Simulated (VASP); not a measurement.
Here is the system:

```xyz
2
Lattice="2.9300 0.0000 0.0000 0.0000 2.9300 0.0000 0.0000 0.0000 2.9300" Properties=species:S:1:pos:R:3 pbc="T T T"
Ti     0.0000     0.0000     0.0000
Co     1.4650     1.4650     1.4650
```

Level of theory: LDA (Ceperley-Alder, Perdew-Zunger), VASP's LDA PAW potentials (set 64) (plane waves; VASP). Settings: 520 eV cut-off, 13×13×13 Γ-centred mesh, first-order Methfessel-Paxton smearing of 0.10 eV, potentials Ti_sv Co.

Question: Estimate the energy per atom (σ→0), pressure, band gap (on the k-mesh) with the smallest direct gap where there is one.

Answer: 
- band gap (on the k-mesh): none (metal, semimetal or under 0.01 eV)
- energy per atom (σ→0): -8.792 eV/atom
- pressure: -6.05 GPa

Total energies compare only between runs with the same potentials, cut-off and functional.

The compound is TiCo in the CsCl type structure. This cell is one point of a volume scan, at 1.03 of the reference volume. The run is not spin-polarised, so no magnetic state was tried. The electron count is odd and the run is not spin-polarised, which forces a metal.
